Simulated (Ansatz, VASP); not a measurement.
# WS2 in two plane-wave programs, part 2 of 2

Aim: how closely do two programs agree when they are given the same cell, functional and k mesh? The structure shown is the end of the Ansatz relaxation below.

VASP 6.6.1 and Ansatz 0.2.0.

So far: Starting point; Ansatz: relaxation, PBEsol.

**3. VASP: single point, PBEsol**

Level of this step: PBEsol, no spin polarisation; plane waves and PAW (W, S) (VASP).

The same cell, functional, mesh and smearing now go to VASP, with its own data sets.

Lines of VASP's logs that name or quote its potential files are left out, and so is its time.

Contents of INCAR:

```
SYSTEM = WS2
PREC = Accurate
ENCUT = 600
EDIFF = 1E-06
NELM = 120
ISMEAR = -1
SIGMA = 0.02
LREAL = .FALSE.
ALGO = Normal
GGA = PS
NBANDS = 48
LASPH = .TRUE.
LORBIT = 11
LWAVE = .FALSE.
LCHARG = .FALSE.
ISIF = 2
GGA_COMPAT = .FALSE.
EFERMI = MIDGAP
KPAR = 2
```

Contents of POSCAR:

```
WS2
1.0
    6.2913163444      0.0000000000      0.0000000000
   -3.1456581722      5.4484397775      0.0000000000
    0.0000000000      0.0000000000     18.1302960000
W S
4 8
Direct
    0.3333333331      0.1666666669      0.5000000000
    0.3333333331      0.6666666669      0.5000000000
    0.8333333331      0.1666666669      0.5000000000
    0.8333333331      0.6666666669      0.5000000000
    0.1666666668      0.3333333332      0.4135663837
    0.1666666668      0.3333333332      0.5864336163
    0.1666666668      0.8333333332      0.4135663837
    0.1666666668      0.8333333332      0.5864336163
    0.6666666668      0.3333333332      0.4135663837
    0.6666666668      0.3333333332      0.5864336163
    0.6666666668      0.8333333332      0.4135663837
    0.6666666668      0.8333333332      0.5864336163
```

Contents of KPOINTS:

```
Automatic mesh
0
Gamma
5 5 2
0 0 0
```

Potentials, in the order of the species: W and S (PBE family, release 64).

The run is started by

```
mpirun -np 2 vasp_std
```

Numbers of over 12 decimals in the logs are rounded to 6 here.

Log:

```text
[banner, memory and clock lines left out]
running    2 mpi-ranks, on    1 nodes
 distrk:  each k-point on    1 cores,    2 groups
 distr:  one band on    1 cores,    1 groups

 POSCAR found type information on POSCAR W S
 POSCAR found :  2 types and      12 ions
|                                                                             |
|               ----> ADVICE to this user running VASP <----                  |
|                                                                             |
|     You enforced a specific xc type in the INCAR file but a different       |
|     [... a line on the potential file left out ...]
|     I HOPE YOU KNOW WHAT YOU ARE DOING!                                     |
|                                                                             |

 LDA part: xc-table for (Slater+PW92), standard interpolation
 POSCAR, INCAR and KPOINTS ok, starting setup
 FFT: planning ... GRIDC
 FFT: planning ... GRID_SOFT
 FFT: planning ... GRID
 WAVECAR not read
 entering main loop
       N       E                     dE             d eps       ncg     rms          rms(c)
DAV:   1     0.582014829541E+03    0.58201E+03   -0.28038E+04   960   0.130E+03
DAV:   2    -0.177290625736E+02   -0.59974E+03   -0.57526E+03  1464   0.246E+02
DAV:   3    -0.103468811140E+03   -0.85740E+02   -0.84942E+02  1120   0.101E+02
DAV:   4    -0.106555218283E+03   -0.30864E+01   -0.30667E+01  1392   0.218E+01
DAV:   5    -0.106631709040E+03   -0.76491E-01   -0.76342E-01  1368   0.310E+00    0.582E+01
DAV:   6    -0.102115351879E+03    0.45164E+01   -0.17471E+01  1424   0.154E+01    0.260E+01
DAV:   7    -0.101473611132E+03    0.64174E+00   -0.56606E+00  1264   0.995E+00    0.121E+01
DAV:   8    -0.101261948798E+03    0.21166E+00   -0.80023E-01  1312   0.411E+00    0.198E+00
DAV:   9    -0.101246448122E+03    0.15501E-01   -0.13207E-01  1424   0.141E+00    0.835E-01
DAV:  10    -0.101240813981E+03    0.56341E-02   -0.39183E-02  1360   0.815E-01    0.678E-01
DAV:  11    -0.101240473830E+03    0.34015E-03   -0.80987E-03  1360   0.398E-01    0.174E-01
DAV:  12    -0.101239527318E+03    0.94651E-03   -0.37500E-03  1288   0.245E-01    0.113E-01
DAV:  13    -0.101239741235E+03   -0.21392E-03   -0.45067E-04  1312   0.743E-02    0.643E-02
DAV:  14    -0.101240225968E+03   -0.48473E-03   -0.10566E-04  1288   0.362E-02    0.324E-02
DAV:  15    -0.101240372509E+03   -0.14654E-03   -0.78005E-05  1192   0.235E-02    0.470E-02
DAV:  16    -0.101240464386E+03   -0.91877E-04   -0.19915E-05  1296   0.154E-02    0.785E-03
DAV:  17    -0.101240490176E+03   -0.25791E-04   -0.24627E-05  1128   0.107E-02    0.224E-02
DAV:  18    -0.101240558963E+03   -0.68787E-04   -0.31184E-06  1016   0.569E-03    0.111E-02
DAV:  19    -0.101240680642E+03   -0.12168E-03   -0.11040E-05  1104   0.625E-03    0.885E-03
DAV:  20    -0.101240696983E+03   -0.16341E-04   -0.68928E-07  1000   0.186E-03    0.647E-03
DAV:  21    -0.101240711749E+03   -0.14766E-04   -0.98627E-07   968   0.193E-03    0.131E-03
DAV:  22    -0.101240714487E+03   -0.27385E-05   -0.12207E-07   840   0.862E-04    0.804E-04
DAV:  23    -0.101240715566E+03   -0.10791E-05   -0.61664E-08   760   0.510E-04    0.312E-04
DAV:  24    -0.101240715984E+03   -0.41737E-06   -0.34614E-08   696   0.421E-04
   1 F= -.10124072E+03 E0= -.10124072E+03  d E =0.000000E+00
```

OUTCAR, selected parts (step 3):

```text
ion  position               nearest neighbor table
   1  0.333  0.167  0.500-   5 2.40   6 2.40   9 2.40  10 2.40   7 2.40   8 2.40   3 3.15   3 3.15
                             4 3.15   2 3.15   2 3.15   4 3.15
   2  0.333  0.667  0.500-   7 2.40   8 2.40  11 2.40  12 2.40   5 2.40   6 2.40   4 3.15   4 3.15
                             1 3.15   1 3.15   3 3.15   3 3.15
   3  0.833  0.167  0.500-   9 2.40  10 2.40   5 2.40   6 2.40  11 2.40  12 2.40   1 3.15   1 3.15
                             4 3.15   4 3.15   2 3.15   2 3.15
   4  0.833  0.667  0.500-  11 2.40  12 2.40   7 2.40   8 2.40   9 2.40  10 2.40   2 3.15   2 3.15
                             3 3.15   3 3.15   1 3.15   1 3.15
   5  0.167  0.333  0.414-   1 2.40   3 2.40   2 2.40
   6  0.167  0.333  0.586-   1 2.40   3 2.40   2 2.40
   7  0.167  0.833  0.414-   2 2.40   4 2.40   1 2.40
   8  0.167  0.833  0.586-   2 2.40   4 2.40   1 2.40
   9  0.667  0.333  0.414-   3 2.40   1 2.40   4 2.40
  10  0.667  0.333  0.586-   3 2.40   1 2.40   4 2.40
  11  0.667  0.833  0.414-   4 2.40   2 2.40   3 2.40
  12  0.667  0.833  0.586-   4 2.40   2 2.40   3 2.40

  LATTYP: Found a hexagonal cell.
 ALAT       =     6.2913163444
 C/A-ratio  =     2.8817969098

 Subroutine GETGRP returns: Found 12 space group operations
 (whereof 12 operations were pure point group operations)

The static configuration has the point symmetry D_3h.

 Found     10 irreducible k-points:

   k-points           NKPTS =     10   k-points in BZ     NKDIM =     10   number of bands    NBANDS=     48

   dimension x,y,z NGX =    50 NGY =   50 NGZ =  150
   dimension x,y,z NGXF=   100 NGYF=  100 NGZF=  300

   ENCUT  =  600.0 eV  44.10 Ry    6.64 a.u.  12.57 12.57 36.21*2*pi/ulx,y,z

   NELECT =      72.0000    total number of electrons

 k-points in reciprocal lattice and weights: Automatic mesh
   0.00000000  0.00000000  0.00000000       0.020
   0.20000000 -0.00000000  0.00000000       0.120
   0.40000000  0.00000000  0.00000000       0.120
   0.20000000  0.20000000  0.00000000       0.120
   0.40000000  0.20000000  0.00000000       0.120
   0.00000000  0.00000000  0.50000000       0.020
   0.20000000 -0.00000000  0.50000000       0.120
   0.40000000  0.00000000  0.50000000       0.120
   0.20000000  0.20000000  0.50000000       0.120
   0.40000000  0.20000000  0.50000000       0.120

 average (electrostatic) potential at core
       1 -47.0944       2 -47.0944       3 -47.0944       4 -47.0944       5 -93.2404
       6 -93.2404       7 -93.2404       8 -93.2404       9 -93.2404      10 -93.2404
      11 -93.2404      12 -93.2404

 E-fermi :  -0.8360

 k-point     1 :       0.0000    0.0000    0.0000
  band No.  band energies     occupation
    ...
     32      -2.9898      2.00000
     33      -2.7884      2.00000
     34      -2.7884      2.00000
     35      -2.7884      2.00000
     36      -1.9640      2.00000
     37       1.1543      0.00000
     38       1.1543      0.00000
     39       1.1543      0.00000
     40       1.1792      0.00000
     41       1.1792      0.00000
    ...

 k-point     2 :       0.2000   -0.0000    0.0000
  band No.  band energies     occupation
    ...
     32      -3.1151      2.00000
     33      -3.0216      2.00000
     34      -2.4882      2.00000
     35      -2.4882      2.00000
     36      -2.0405      2.00000
     37       0.9325      0.00000
     38       0.9857      0.00000
     39       1.0084      0.00000
     40       1.0084      0.00000
     41       1.0414      0.00000
    ...

 k-point     3 :       0.4000    0.0000    0.0000
  band No.  band energies     occupation
    ...
     32      -3.3062      2.00000
     33      -3.0111      2.00000
     34      -2.4372      2.00000
     35      -2.4275      2.00000
     36      -2.4275      2.00000
     37       0.4891      0.00000
     38       0.6425      0.00000
     39       0.7160      0.00000
     40       0.7160      0.00000
     41       0.7991      0.00000
    ...

  Total       -0.5563702     -0.5563702     -0.3434251      0.0000000      0.0000000      0.0000000
  in kB       -1.4343524     -1.4343524     -0.8853684      0.0000000      0.0000000      0.0000000
  external PRESSURE =      -1.2513577 kB  Pullay stress =       0.0000000 kB

  energy-cutoff  :      600.00
  volume of cell :      621.47
      direct lattice vectors                 reciprocal lattice vectors
     6.291316344  0.000000000  0.000000000     0.158949248  0.091769391  0.000000000
    -3.145658172  5.448439777  0.000000000     0.000000000  0.183538782  0.000000000
     0.000000000  0.000000000 18.130296000     0.000000000  0.000000000  0.055156298

 POSITION                                       TOTAL-FORCE (eV/Angst)
 -----------------------------------------------------------------------------------
      1.57283      0.90807      9.06515        -0.000000     -0.000000     -0.000000
     -0.00000      3.63229      9.06515        -0.000000     -0.000000     -0.000000
      4.71849      0.90807      9.06515        -0.000000     -0.000000     -0.000000
      3.14566      3.63229      9.06515        -0.000000      0.000000     -0.000000
      0.00000      1.81615      7.49808         0.000000      0.000000      0.024746
      0.00000      1.81615     10.63222         0.000000     -0.000000     -0.024746
     -1.57283      4.54037      7.49808        -0.000000     -0.000000      0.024746
     -1.57283      4.54037     10.63222        -0.000000      0.000000     -0.024746
      3.14566      1.81615      7.49808         0.000000      0.000000      0.024746
      3.14566      1.81615     10.63222         0.000000      0.000000     -0.024746
      1.57283      4.54037      7.49808         0.000000     -0.000000      0.024746
      1.57283      4.54037     10.63222         0.000000     -0.000000     -0.024746
 -----------------------------------------------------------------------------------
    total drift:                               -0.000006      0.000003      0.000000

  FREE ENERGIE OF THE ION-ELECTRON SYSTEM (eV)
  ---------------------------------------------------
  free  energy   TOTEN  =      -101.2407159839 eV

  energy  without entropy=     -101.2407159839  energy(sigma->0) =     -101.24071598

 total charge
# of ion       s       p       d       tot
------------------------------------------
    1        0.569   0.730   4.311   5.610
    2        0.569   0.730   4.311   5.610
    3        0.569   0.730   4.311   5.610
    4        0.569   0.730   4.311   5.610
    5        1.353   2.349   0.000   3.702
    6        1.353   2.349   0.000   3.702
    7        1.353   2.349   0.000   3.702
    8        1.353   2.349   0.000   3.702
    9        1.353   2.349   0.000   3.702
   10        1.353   2.349   0.000   3.702
   11        1.353   2.349   0.000   3.702
   12        1.353   2.349   0.000   3.702
--------------------------------------------------
tot         13.096  21.713  17.243  52.052

[... 3 further parts left out ...]
```

The run ends at a pressure of -0.13 GPa, with forces up to 0.025 eV/Å.

**4. Side by side**

Known differences besides the potentials themselves: the data sets hold 104 valence electrons in Ansatz (on its PAW soft_1 files) and 72 in VASP; Ansatz makes its cores anew for this functional, VASP keeps those of its PBE data sets; Ansatz's pressure holds a Pulay correction, VASP's none. Total energies have different zeros and are not compared.

Compared:

```csv
quantity,Ansatz,VASP,difference
pressure (GPa),-0.01,-0.13,+0.12
gap on the k mesh (eV),2.241,2.256,-0.015
```

At this near-relaxed geometry the largest component of a force difference is 20 meV/Å. A gap on the mesh is an upper bound, since the band edges may lie between its points; neither run holds spin-orbit coupling, which can move the band edges of a compound of W. With vacuum in the cell, a pressure given here is an average over mostly empty space and none of the material.

**5. Outcome**

```
difference in gap on the k mesh (single point, PBEsol) : -0.015 eV
r.m.s. force difference (single point, PBEsol)         : 9.6 meV/Å
```

**Reading.** The r.m.s. force difference is 9.6 meV/Å (single point, PBEsol), within the 12 meV/Å picked in this series as the mark of a large difference. The data sets hold unlike numbers of valence electrons (104 in Ansatz and 72 in VASP), so part of the differences comes from the potentials. How closely two codes agree says nothing of how well the functional describes the real material.

[Lines on the potential files, build, host, timing and source positions are cut from VASP's logs without a mark.]

[Logs are printed without paths, hosts, clocks, repeated set-up lines and the standing remarks that a program may print on its own settings, such as how far it seeks lower states.]

[Hosts, paths, dates, database ids (printed as entryN), source tags and the programs' standing remarks are cut or masked in the printed files.]
